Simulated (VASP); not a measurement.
# GaF (Pm-3m) in VASP: settings compared, part 2 of 2

VASP 6.6.1. Earlier steps stand in the parts before.

**6. Relaxation of cell and atoms, PBE**

INCAR

```
SYSTEM = GaF
  PREC = Accurate
  ENCUT = 630
  EDIFF = 1E-6
  ISMEAR = -1
  SIGMA = 0.05
  LREAL = .False.
  LASPH = .True.
  NELM = 80
  ALGO = Normal
  ISIF = 3
  LWAVE = .False.
  LCHARG = .False.
  GGA = PE
  IBRION = 2
  NSW = 60
  EDIFFG = -0.01
```

KPOINTS

```
Automatic mesh
0
Gamma
  8 8 8
  0 0 0
```

POSCAR

```
GaF
1.0
    3.1659200000      0.0000000000      0.0000000000
    0.0000000000      3.1659200000      0.0000000000
    0.0000000000      0.0000000000      3.1659200000
Ga F
1 1
Direct
    0.0000000000      0.0000000000      0.0000000000
    0.5000000000      0.5000000000      0.5000000000
```

Potentials or basis: VASP PAW PBE potentials, release 64 (Ga_d_GW, F_GW).

Run with:

```
$ cat potpaw_PBE.64/Ga_d_GW/POTCAR potpaw_PBE.64/F_GW/POTCAR > POTCAR
$ mpirun -np 1 vasp_std > vasp.out
```

OUTCAR:

```text
SYSTEM = GaF
   PREC = Accurate
   ENCUT = 630
   EDIFF = 1E-6
   ISMEAR = -1
   LREAL = .False.
   LASPH = .True.
   NELM = 80
   ISIF = 3
   GGA = PE
   IBRION = 2
   NSW = 60
   EDIFFG = -0.01

 ion  position               nearest neighbor table
   1  0.000  0.000  0.000-
   2  0.500  0.500  0.500-

  LATTYP: Found a simple cubic cell.
 ALAT       =     3.1659200000

  Lattice vectors:

 A1 = (   3.1659200000,   0.0000000000,   0.0000000000)
 A2 = (   0.0000000000,   3.1659200000,   0.0000000000)
 A3 = (   0.0000000000,   0.0000000000,   3.1659200000)

Analysis of symmetry for initial positions (statically):
=====================================================================
 Subroutine PRICEL returns:
 Original cell was already a primitive cell.

 Routine SETGRP: Setting up the symmetry group for a
 simple cubic supercell.

 Subroutine GETGRP returns: Found 48 space group operations
 (whereof 48 operations were pure point group operations)
 out of a pool of 48 trial point group operations.

The static configuration has the point symmetry O_h .

Analysis of symmetry for dynamics (positions and initial velocities):
=====================================================================
 Subroutine PRICEL returns:
 Original cell was already a primitive cell.

 Routine SETGRP: Setting up the symmetry group for a
 simple cubic supercell.

 Subroutine GETGRP returns: Found 48 space group operations
 (whereof 48 operations were pure point group operations)
 out of a pool of 48 trial point group operations.

The dynamic configuration has the point symmetry O_h .

 Subroutine INISYM returns: Found 48 space group operations
 (whereof 48 operations are pure point group operations),
 and found     1 'primitive' translations

----------------------------------------------------------------------------------------

                                     Primitive cell

  volume of cell :      31.7322

  direct lattice vectors                    reciprocal lattice vectors
     3.165920000  0.000000000  0.000000000     0.315863951  0.000000000  0.000000000
     0.000000000  3.165920000  0.000000000     0.000000000  0.315863951  0.000000000
     0.000000000  0.000000000  3.165920000     0.000000000  0.000000000  0.315863951

  length of vectors
     3.165920000  3.165920000  3.165920000     0.315863951  0.315863951  0.315863951

  position of ions in fractional coordinates (direct lattice)
     0.000000000  0.000000000  0.000000000
     0.500000000  0.500000000  0.500000000

  ion indices of the primitive-cell ions
   primitive index   ion index
                 1           1
                 2           2

----------------------------------------------------------------------------------------

 KPOINTS: Automatic mesh

Automatic generation of k-mesh.
 Grid dimensions read from file:
 generate k-points for:    8    8    8

 Generating k-lattice:

  Cartesian coordinates                     Fractional coordinates (reciprocal lattice)
     0.039482994  0.000000000  0.000000000     0.125000000  0.000000000  0.000000000
     0.000000000  0.039482994  0.000000000     0.000000000  0.125000000  0.000000000
     0.000000000  0.000000000  0.039482994     0.000000000  0.000000000  0.125000000

  Length of vectors
     0.039482994  0.039482994  0.039482994
[... 50 lines left out ...]
   LSORBIT =      F    spin-orbit coupling
   LASPH  =      T    aspherical Exc in radial PAW
   ENCUT  =  630.0 eV  46.30 Ry    6.80 a.u.   6.48  6.48  6.48*2*pi/ulx,y,z
   NELM   =     80;   NELMIN=  2; NELMDL= -5     # of ELM steps
   EDIFF  = 0.1E-05   stopping-criterion for ELM
   LREAL  =      F    real-space projection
   EDIFFG = -.1E-01   stopping-criterion for IOM
   NSW    =     60    number of steps for IOM
   IBRION =      2    ionic relax: 0-MD 1-quasi-New 2-CG
   NFREE  =      1    steps in history (QN), initial steepest desc. (CG)
   ISIF   =      3    stress and relaxation
   ISYM   =      2    0-nonsym 1-usesym 2-fastsym
   POTIM  = 0.5000    time-step for ionic-motion
   TEBEG  =    0.0;   TEEND  =   0.0 temperature during run
   PSTRESS=    0.0 pullay stress
   NELECT =      20.0000    total number of electrons
   NUPDOWN=      -1.0000    fix difference up-down
   EMIN   =  10.00;   EMAX   =-10.00  energy-range for DOS
   EFERMI =   0.00;   METHOD = LEGACY
   ISMEAR =    -1;   SIGMA  =   0.05  broadening in eV -4-tet -1-fermi 0-gaus
   EFERMI_NEDOS =   21; number of points for ismear=-14 and -15
   IALGO  =     38    algorithm
   IMIX   =      4    mixing-type and parameters
     AMIX     =   0.40;   BMIX     =  1.00
     AMIX_MAG =   1.60;   BMIX_MAG =  1.00
  volume/ion in A,a.u.               =      15.87       107.07
  Fermi-wavevector in a.u.,A,eV,Ry     =   1.403627  2.652469 26.805754  1.970167
  Thomas-Fermi vector in A             =   2.526269
   LORBIT       =      0    0 simple, 1 ext, 2 COOP (PROOUT), +10 PAW based schemes
   GGA     = PE    functional components
   LHFCALC =     F    Hartree Fock is set to
   AEXX    =    0.0000 exact exchange contribution
   IVDW    =     0    specifies the selected vdW correction
   LEPSILON=     F    determine dielectric tensor
   LRPA    =     F    only Hartree local field effects (RPA)
 conjugate gradient relaxation of ions
 non-spin polarized calculation
  energy-cutoff  :      630.00
  volume of cell :       31.73
 maximum number of plane-waves:      1157
 NGX is ok and might be reduce to    28
   NGX = 13   NGY = 13   NGZ = 13

--------------------------------------- Ionic step        1  -------------------------------------------

 number of electron      19.9999995 magnetization

 Free energy of the ion-electron system (eV)
  ---------------------------------------------------
  ext. energy  EPLUGINS =         0.00000000
  ---------------------------------------------------
  free energy    TOTEN  =        -7.42958057 eV

  energy without entropy =       -7.42947822  energy(sigma->0) =       -7.42952940

------------------------ aborting loop because EDIFF is reached ----------------------------------------

  FORCE on cell =-STRESS in cart. coord.  units (eV):
  Direction    XX          YY          ZZ          XY          YZ          ZX
  --------------------------------------------------------------------------------------
  -------------------------------------------------------------------------------------
  Total       -0.0675932     -0.0675932     -0.0675932      0.0000000      0.0000000      0.0000000
  in kB       -3.4128221     -3.4128221     -3.4128221      0.0000000      0.0000000      0.0000000
  external PRESSURE =      -3.4128221 kB  Pullay stress =       0.0000000 kB
[... 59 lines left out ...]
--------------------------------------- Ionic step        3  -------------------------------------------

 number of electron      19.9999996 magnetization

 Free energy of the ion-electron system (eV)
  ---------------------------------------------------
  ext. energy  EPLUGINS =         0.00000000
  ---------------------------------------------------
  free energy    TOTEN  =        -7.42986918 eV

  energy without entropy =       -7.42971656  energy(sigma->0) =       -7.42979287

 E-fermi :   2.9587     XC(G=0): -10.2481

 val. band max:        2.8505882763   @ k =   0.5000   0.5000   0.5000
 cond. band min:       3.1254771893   @ k =   0.5000   0.0000   0.0000
 fundamental gap:      0.2748889130
 Fermi energy:         2.9587119331

 k-point     1 :       0.0000    0.0000    0.0000
  band No.  band energies     occupation
      1     -19.4879      2.00000
      2     -11.5373      2.00000
      3     -11.5373      2.00000
      4     -11.3663      2.00000
      5     -11.3663      2.00000
      6     -11.3663      2.00000
      7      -3.2942      2.00000
      8      -0.6830      2.00000
      9      -0.6830      2.00000
     10      -0.6830      2.00000
     11      11.1741      0.00000
     12      11.1741      0.00000
     13      11.1741      0.00000
     14      12.5676      0.00000
[... 377 lines left out ...]
      1     -19.2319      2.00000
      2     -11.4539      2.00000
      3     -11.4390      2.00000
      4     -11.4139      2.00000
      5     -11.4086      2.00000
      6     -11.3437      2.00000
      7      -2.4706      2.00000
      8      -1.8328      2.00000
      9      -0.4891      2.00000
     10       0.8380      2.00000
     11       5.7017      0.00000
     12       6.5238      0.00000
     13      11.2892      0.00000
     14      13.0156      0.00000

 [... further k-points ...]

------------------------ aborting loop because EDIFF is reached ----------------------------------------

  FORCE on cell =-STRESS in cart. coord.  units (eV):
  Direction    XX          YY          ZZ          XY          YZ          ZX
  --------------------------------------------------------------------------------------
  -------------------------------------------------------------------------------------
  Total       -0.0119501     -0.0119501     -0.0119501     -0.0000000      0.0000000     -0.0000000
  in kB       -0.6080285     -0.6080285     -0.6080285     -0.0000000      0.0000000     -0.0000000
  external PRESSURE =      -0.6080285 kB  Pullay stress =       0.0000000 kB
[... 17 lines left out ...]
  FREE ENERGIE OF THE ION-ELECTRON SYSTEM (eV)
  ---------------------------------------------------
  free  energy   TOTEN  =        -7.4298691762 eV

  energy  without entropy=       -7.4297165590  energy(sigma->0) =       -7.42979287

 reached required accuracy - stopping structural energy minimisation
```

OSZICAR:

```text
N       E                     dE             d eps       ncg     rms          rms(c)
DAV:   1     0.200899380992E+03    0.20090E+03   -0.13627E+04  1036   0.256E+03
DAV:   2     0.106600116291E+02   -0.19024E+03   -0.18238E+03  1142   0.491E+02
DAV:   3    -0.798504613477E+01   -0.18645E+02   -0.18528E+02  1178   0.155E+02
DAV:   4    -0.849974303618E+01   -0.51470E+00   -0.51448E+00  1292   0.302E+01
[... 20 lines left out ...]
DAV:   2    -0.743016039937E+01    0.17486E-02   -0.79707E-03  1004   0.157E+00    0.891E-02
DAV:   3    -0.742996047035E+01    0.19993E-03   -0.43480E-04  1358   0.259E-01    0.486E-02
DAV:   4    -0.742987446035E+01    0.86010E-04   -0.52756E-05  1350   0.101E-01    0.136E-02
DAV:   5    -0.742986877279E+01    0.56876E-05   -0.68260E-06   986   0.468E-02    0.418E-03
DAV:   6    -0.742986917617E+01   -0.40338E-06   -0.76676E-07   592   0.158E-02
   3 F= -.74298692E+01 E0= -.74297929E+01  d E =-.288601E-03
```

Wall time 16 s (1 thread of Intel Xeon 6975P-C (Granite Rapids), shared host); peak memory 0.17 GiB.

Results:

| Property | Result |
| --- | --- |
| Free energy | -7.4299 eV |
| Relaxed volume | 15.74 Å³/atom |
| Relaxed cell | a = 3.158 Å, b = 3.158 Å, c = 3.158 Å, α = 90.00°, β = 90.00°, γ = 90.00° |
| Space group after relaxing (to 0.05 Å) | Pm-3m (No. 221) |
| Energy gained by relaxing | 0.1 meV/atom |
| Ionic steps | 3 |
| Pressure after relaxing | -0.1 GPa |
| Band gap on the k mesh | 0.27 eV, indirect (least direct gap 1.10 eV) |

Step by step:
```csv
step,energy change (eV),largest force (eV/Å),pressure (GPa),volume (Å³)
1,0.0000,0.0000,-0.34,31.73
2,-0.0002,0.0000,-0.15,31.58
3,-0.0003,0.0000,-0.06,31.49
```

Final structure:
```
CELL_PARAMETERS angstrom
3.15781 0.00000 0.00000
0.00000 3.15781 0.00000
0.00000 0.00000 3.15781
ATOMIC_POSITIONS crystal
Ga 0.00000 0.00000 0.00000
F 0.50000 0.50000 0.50000
```

A k mesh can miss the band edges.

**7. Summary**

| level | potentials or basis | k mesh | cutoff (eV) | grid for exact exchange (PRECFOCK) | exchange at q = 0 | mesh quality | gap on the mesh (eV) | pressure (GPa) | relaxed volume (Å³/atom) |
| --- | --- | --- | --- | --- | --- | --- | --- | --- | --- |
| B3LYP | VASP PAW PBE potentials, release 64 (Ga_d, F) | 4 × 4 × 4 | 600 | Fast | default | coarse | 2.07 | 0.0 | 16.74 |
| PBE | VASP PAW PBE potentials, release 64 (Ga, F) | 8 × 8 × 8 | 580 | - | - | not flagged | 0.18 | 0.0 | 15.51 |
| PBE | VASP PAW PBE potentials, release 64 (Ga_d, F) | 8 × 8 × 8 | 600 | - | - | not flagged | 0.32 | 0.0 | 15.82 |
| PBE | VASP PAW PBE potentials, release 64 (Ga_d_GW, F_GW) | 8 × 8 × 8 | 680 | - | - | not flagged | 0.30 | 0.0 | 15.79 |
| PBE | VASP PAW PBE potentials, release 64 (Ga_d_GW, F_GW) | 8 × 8 × 8 | 630 | - | - | not flagged | 0.27 | -0.1 | 15.74 |

Alike in all rows: task relaxation of cell and atoms; no spin polarisation; cell relaxed; smearing fermi-dirac 0.05 eV.

Caveats: some runs use coarse meshes; the PAW data sets were made with another functional, which shifts forces and pressure a little (some runs).

Total energies depend on the potentials used, so only differences within one code and one set of settings carry meaning.
